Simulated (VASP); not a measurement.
Computed with vdW-DF-cx, VASP's PBE PAW potentials (set 64) (plane waves; VASP).

Input for VASP

INCAR:
```
SYSTEM  =  Dy
PREC  =  Accurate; ENCUT  =  520; LREAL  =  .FALSE.
LASPH  =  .TRUE.
EDIFF  =  1E-6; NELM  =  100; ALGO  =  Normal
LMAXMIX  =  6
ISMEAR  =  1; SIGMA  =  0.1
GGA  =  CX; LUSE_VDW  =  .TRUE.; AGGAC  =  0.0
IBRION  =  2; NSW  =  60; ISIF  =  3
EDIFFG  =  -0.01
LWAVE  =  .FALSE.; LCHARG  =  .FALSE.
```

### POSCAR
```
Dy
1.0
  1.7783054479  -3.0801151931   0.0000000000
  1.7783054479   3.0801151931   0.0000000000
  0.0000000000   0.0000000000   5.5045622904
Dy
2
Cart
  1.7783054479   1.0267071178   1.3761405726
  1.7783054479  -1.0267071178   4.1284217178
```

### KPOINTS
```
Automatic mesh
0
Gamma
11 11 6
0 0 0
```

POTCAR, in this order: Dy_3 (PBE.64 set). Program: vasp_std.

The run wrote:

### OSZICAR
```
       N       E                     dE             d eps       ncg     rms          rms(c)
DAV:   1     0.571082493272E+02    0.57108E+02   -0.88700E+03  1664   0.126E+03
DAV:   2    -0.791712552996E+00   -0.57900E+02   -0.56788E+02  1684   0.318E+02
DAV:   3    -0.424099059705E+01   -0.34493E+01   -0.31290E+01  2293   0.416E+01
DAV:   4    -0.438011206644E+01   -0.13912E+00   -0.13679E+00  2196   0.908E+00
DAV:   5    -0.438455051587E+01   -0.44384E-02   -0.44287E-02  2332   0.118E+00    0.248E+01
DAV:   6    -0.438806497814E+01   -0.35145E-02   -0.23425E-02  2551   0.148E+00    0.148E+01
DAV:   7    -0.439927211851E+01   -0.11207E-01   -0.42447E-02  2504   0.202E+00    0.260E-01
DAV:   8    -0.439907659351E+01    0.19552E-03   -0.23607E-03  2099   0.395E-01    0.713E-02
DAV:   9    -0.439910017885E+01   -0.23585E-04   -0.22164E-04  2097   0.133E-01    0.335E-02
DAV:  10    -0.439909577261E+01    0.44062E-05   -0.35138E-05  2143   0.487E-02    0.383E-02
DAV:  11    -0.439909666406E+01   -0.89145E-06   -0.41497E-06  1944   0.165E-02
   1 F= -.43990967E+01 E0= -.43992764E+01  d E =-.439910E+01
```

### OUTCAR
```
------------------------ aborting loop because EDIFF is reached ----------------------------------------
  FORCE on cell =-STRESS in cart. coord.  units (eV):
  Direction    XX          YY          ZZ          XY          YZ          ZX
  --------------------------------------------------------------------------------------
  Total       -0.0134786     -0.0134786     -0.0061655     -0.0000000      0.0000000      0.0000000
  in kB       -0.3581205     -0.3581204     -0.1638142     -0.0000000      0.0000000      0.0000000
  external PRESSURE =      -0.2933517 kB  Pullay stress =       0.0000000 kB
  volume of cell :       60.30
      direct lattice vectors                 reciprocal lattice vectors
     1.778305448 -3.080115193  0.000000000     0.281166546 -0.162331591  0.000000000
     1.778305448  3.080115193  0.000000000     0.281166546  0.162331591  0.000000000
     0.000000000  0.000000000  5.504562290     0.000000000  0.000000000  0.181667487
 POSITION                                       TOTAL-FORCE (eV/Angst)
 -----------------------------------------------------------------------------------
      1.77831      1.02671      1.37614        -0.000000     -0.000000      0.000000
      1.77831     -1.02671      4.12842         0.000000      0.000000      0.000000
 -----------------------------------------------------------------------------------
    total drift:                               -0.000003      0.000098     -0.000011
  FREE ENERGIE OF THE ION-ELECTRON SYSTEM (eV)
  ---------------------------------------------------
  free  energy   TOTEN  =        -4.3990966641 eV

  energy  without entropy=       -4.3996358505  energy(sigma->0) =       -4.39927639

 reached required accuracy - stopping structural energy minimisation
```
(Selected blocks of OUTCAR.)

The 4f electrons are frozen in the core of the lanthanide potential, so 4f levels, which can set the real gap, and their magnetism are missing.

The compound is Dy in the hcp structure. It was relaxed first. The start is the result of an earlier pass.
